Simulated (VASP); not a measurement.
An input for Quantum ESPRESSO's pw.x (written as the equivalent of a VASP run, and not itself run):

```
&CONTROL
  calculation = 'vc-relax'
  pseudo_dir = './pseudo'
  outdir = './out'
  tprnfor = .true.
  tstress = .true.
  nstep = 60
  forc_conv_thr = 0.00078
/
&SYSTEM
  ibrav = 0
  nat = 5
  ntyp = 2
  ecutwfc = 84
  occupations = 'smearing'
  smearing = 'methfessel-paxton'
  degauss = 0.00735
  input_dft = 'pbesol'
/
&ELECTRONS
  conv_thr = 7.3e-08
  electron_maxstep = 100
/
&IONS
/
&CELL
/
ATOMIC_SPECIES
  Hg 200.592 Hg.upf
  Pt 195.084 Pt.upf
CELL_PARAMETERS angstrom
    -3.1187598    3.1187598    3.1187598
     3.1187598   -3.1187598    3.1187598
     3.1187598    3.1187598   -3.1187598
ATOMIC_POSITIONS crystal
  Hg   0.0000000  0.0000000  0.5000000
  Hg   0.0000000  0.5000000  0.0000000
  Hg   0.5000000  0.5000000  0.5000000
  Hg   0.5000000  0.0000000  0.0000000
  Pt   0.0000000  0.0000000  0.0000000
K_POINTS automatic
  6 6 6 0 0 0
```

Problem. Translate this input to VASP (INCAR, KPOINTS, POSCAR, choice of POTCAR).

Solution. This is not unique; one that fits is 
File POSCAR:
```
Hg4Pt
1
   -3.1187597760     3.1187597760     3.1187597760
    3.1187597760    -3.1187597760     3.1187597760
    3.1187597760     3.1187597760    -3.1187597760
Hg Pt
4 1
Direct
  0.0000000000   0.0000000000   0.5000000000
  0.0000000000   0.5000000000   0.0000000000
  0.5000000000   0.5000000000   0.5000000000
  0.5000000000   0.0000000000   0.0000000000
  0.0000000000   0.0000000000   0.0000000000
```

### INCAR
```
! general
SYSTEM  = Hg4Pt
PREC    = Accurate
ENCUT   = 400
LREAL   = F
LASPH   = T

! electronic loop
EDIFF   = 1E-6
NELM    = 100
ALGO    = Normal
LMAXMIX = 6

! smearing
ISMEAR  = 1
SIGMA   = 0.1

! functional
GGA     = PS

! ions
IBRION  = 2
NSW     = 60
ISIF    = 3
EDIFFG  = -0.02

! output
LWAVE   = F
LCHARG  = F
```

File KPOINTS:
```
K-points
0
Gamma
  6 6 6
```

POTCAR, in this order: Hg Pt (PBE.64 set). Program: vasp_std.

The two are equivalent in intent, not identical: the potentials are each code's own (VASP's PAW set, PseudoDojo norm-conserving files in pw.x), so ENCUT and ecutwfc are chosen apart and not converted; conv_thr bounds pw.x's estimated SCF error, while EDIFF bounds the energy change between steps; forc_conv_thr acts on force components and is met together with etot_conv_thr.

The structure comes from a computed database's Hg4Pt entry (Im-3m); how it stands against other phases isn't given here. It was relaxed first. The start is the result of an earlier pass.
